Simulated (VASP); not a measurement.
Calculation: r2SCAN meta-GGA, VASP's PBE PAW potentials (set 64) (plane waves; VASP).

Input for VASP

**INCAR**
```
ALGO = Normal
EDIFF = 1E-7
ENCUT = 520
ISIF = 2
ISMEAR = 0
LASPH = T
LCHARG = F
LMIXTAU = T
LREAL = F
LWAVE = F
METAGGA = R2SCAN
NELM = 100
PREC = Accurate
SIGMA = 0.05
SYSTEM = NaCl
```

### KPOINTS
```
K-points
0
G
  8 8 8
```

POSCAR:
```
NaCl
1
    0.0000000000     2.7407832351     2.7407832351
    2.7407832351     0.0000000000     2.7407832351
    2.7407832351     2.7407832351     0.0000000000
Na Cl
1 1
Direct
  0.0000000000   0.0000000000   0.0000000000
  0.5000000000   0.5000000000   0.5000000000
```

POTCAR, in this order: Na_pv Cl (PBE.64 set). Program: vasp_std.

What VASP printed:

**OUTCAR**
```
 ion  position               nearest neighbor table
   1  0.000  0.000  0.000-
   2  0.500  0.500  0.500-
  LATTYP: Found a face centered cubic cell.
 ALAT       =     5.4815664702
 Subroutine PRICEL returns:
 Original cell was already a primitive cell.
 Subroutine GETGRP returns: Found 48 space group operations
The static configuration has the point symmetry O_h .
The dynamic configuration has the point symmetry O_h .
 Subroutine INISYM returns: Found 48 space group operations
 Subroutine IBZKPT returns following result:
 Found     29 irreducible k-points:

 Following reciprocal coordinates:
            Coordinates               Weight
  0.000000  0.000000  0.000000      1.000000
  0.125000  0.000000  0.000000      8.000000
  0.250000  0.000000  0.000000      8.000000
  0.375000  0.000000  0.000000      8.000000
  0.500000  0.000000  0.000000      4.000000
  0.125000  0.125000  0.000000      6.000000
  0.250000  0.125000  0.000000     24.000000
  0.375000  0.125000  0.000000     24.000000
  0.500000  0.125000  0.000000     24.000000
 -0.375000  0.125000  0.000000     24.000000
 -0.250000  0.125000  0.000000     24.000000
 -0.125000  0.125000  0.000000     12.000000
  0.250000  0.250000  0.000000      6.000000
  0.375000  0.250000  0.000000     24.000000
  0.500000  0.250000  0.000000     24.000000
 -0.375000  0.250000  0.000000     24.000000
 -0.250000  0.250000  0.000000     12.000000
  0.375000  0.375000  0.000000      6.000000
  0.500000  0.375000  0.000000     24.000000
 -0.375000  0.375000  0.000000     12.000000
  0.500000  0.500000  0.000000      3.000000
  0.375000  0.250000  0.125000     24.000000
  0.500000  0.250000  0.125000     48.000000
 -0.375000  0.250000  0.125000     24.000000
...
```

**OSZICAR**
```
       N       E                     dE             d eps       ncg     rms          rms(c)
DAV:   1     0.917940227620E+02    0.91794E+02   -0.75886E+03   646   0.131E+03
DAV:   2    -0.774387751921E+01   -0.99538E+02   -0.92437E+02   767   0.303E+02
DAV:   3    -0.157378835390E+02   -0.79940E+01   -0.79390E+01   767   0.840E+01
DAV:   4    -0.159136070551E+02   -0.17572E+00   -0.17559E+00   735   0.131E+01
DAV:   5    -0.159175224161E+02   -0.39154E-02   -0.39152E-02   810   0.197E+00    0.232E+00
DAV:   6    -0.137642432909E+02    0.21533E+01   -0.88946E-01   683   0.116E+01    0.283E+00
DAV:   7    -0.135972440767E+02    0.16700E+00   -0.21365E-01   641   0.693E+00    0.703E-01
DAV:   8    -0.138989695452E+02   -0.30173E+00   -0.27900E-01   638   0.600E+00    0.929E-01
DAV:   9    -0.137670718152E+02    0.13190E+00   -0.45655E-02   644   0.305E+00    0.669E-01
DAV:  10    -0.137851351330E+02   -0.18063E-01   -0.29386E-02   650   0.214E+00    0.328E-01
DAV:  11    -0.137732696247E+02    0.11866E-01   -0.79115E-03   647   0.115E+00    0.190E-01
DAV:  12    -0.137734298207E+02   -0.16020E-03   -0.87478E-05   843   0.111E-01    0.195E-01
DAV:  13    -0.137679745904E+02    0.54552E-02   -0.23901E-03   638   0.552E-01    0.147E-01
DAV:  14    -0.137748191639E+02   -0.68446E-02   -0.24781E-03   638   0.644E-01    0.689E-02
DAV:  15    -0.137748156526E+02    0.35112E-05   -0.62871E-05   719   0.815E-02    0.400E-02
DAV:  16    -0.137748230672E+02   -0.74145E-05   -0.26121E-06   731   0.226E-02    0.341E-02
DAV:  17    -0.137748185355E+02    0.45317E-05   -0.25845E-06   668   0.164E-02    0.212E-02
DAV:  18    -0.137748135549E+02    0.49806E-05   -0.28775E-06   656   0.153E-02    0.560E-03
DAV:  19    -0.137748104221E+02    0.31328E-05   -0.35481E-07   668   0.580E-03    0.217E-03
DAV:  20    -0.137748101689E+02    0.25322E-06   -0.58086E-08   505   0.241E-03    0.767E-04
DAV:  21    -0.137748089153E+02    0.12536E-05   -0.57734E-08   656   0.293E-03    0.108E-04
DAV:  22    -0.137748093120E+02   -0.39664E-06   -0.49546E-09   343   0.101E-03    0.502E-05
DAV:  23    -0.137748093807E+02   -0.68755E-07   -0.12441E-09   346   0.602E-04
   1 F= -.13774809E+02 E0= -.13774809E+02  d E =-.117088E-14
```

OUTCAR:
```
------------------------ aborting loop because EDIFF is reached ----------------------------------------
  FORCE on cell =-STRESS in cart. coord.  units (eV):
  Direction    XX          YY          ZZ          XY          YZ          ZX
  --------------------------------------------------------------------------------------
  Total        0.4868653      0.4868653      0.4868653      0.0000000     -0.0000000      0.0000000
  in kB       18.9437247     18.9437247     18.9437247      0.0000000     -0.0000000      0.0000000
  external PRESSURE =      18.9437247 kB  Pullay stress =       0.0000000 kB
  volume of cell :       41.18
      direct lattice vectors                 reciprocal lattice vectors
     0.000000000  2.740783235  2.740783235    -0.182429604  0.182429604  0.182429604
     2.740783235  0.000000000  2.740783235     0.182429604 -0.182429604  0.182429604
     2.740783235  2.740783235  0.000000000     0.182429604  0.182429604 -0.182429604
  FREE ENERGIE OF THE ION-ELECTRON SYSTEM (eV)
  ---------------------------------------------------
  free  energy   TOTEN  =       -13.7748093807 eV

  energy  without entropy=      -13.7748093807  energy(sigma->0) =      -13.77480938
```
(Selected blocks of OUTCAR.)

### OUTCAR
```
 val. band max:       -0.6407902071   @ k =   0.0000   0.0000   0.0000

 cond. band min:       5.6578219809   @ k =   0.0000   0.0000   0.0000


 Fermi energy:        -0.3874492927

 k-point     1 :       0.0000    0.0000    0.0000
  band No.  band energies     occupation
      1     -22.0182      2.00000
      2     -22.0179      2.00000
      3     -22.0179      2.00000
      4     -14.0757      2.00000
      5      -0.6408      2.00000
      6      -0.6408      2.00000
      7      -0.6408      2.00000
      8       5.6578      0.00000
      9      11.1897      0.00000
     10      11.1897      0.00000
     11      11.1897      0.00000

 k-point     2 :       0.1250    0.0000    0.0000
  band No.  band energies     occupation
      1     -22.0243      2.00000
      2     -22.0185      2.00000
      3     -22.0183      2.00000
      4     -14.0149      2.00000
      5      -1.0496      2.00000
      6      -0.6926      2.00000
      7      -0.6926      2.00000
      8       6.1807      0.00000
      9      10.6662      0.00000
     10      11.4218      0.00000
     11      11.4219      0.00000

 k-point     3 :       0.2500    0.0000    0.0000
  band No.  band energies     occupation
      1     -22.0395      2.00000
      2     -22.0194      2.00000
      3     -22.0192      2.00000
      4     -13.8635      2.00000
      5      -1.8762      2.00000
      6      -0.8129      2.00000
      7      -0.8128      2.00000
      8       7.1210      0.00000
      9      10.2946      0.00000
     10      11.6461      0.00000
     11      11.6463      0.00000

 k-point     4 :       0.3750    0.0000    0.0000
  band No.  band energies     occupation
      1     -22.0545      2.00000
      2     -22.0203      2.00000
      3     -22.0201      2.00000
      4     -13.7046      2.00000
      5      -2.5734      2.00000
      6      -0.9275      2.00000
      7      -0.9275      2.00000
      8       7.4660      0.00000
      9      11.0348      0.00000
...
```

The compound is NaCl in the rock salt structure. This cell is one point of a volume scan, at 0.94 of the reference volume.
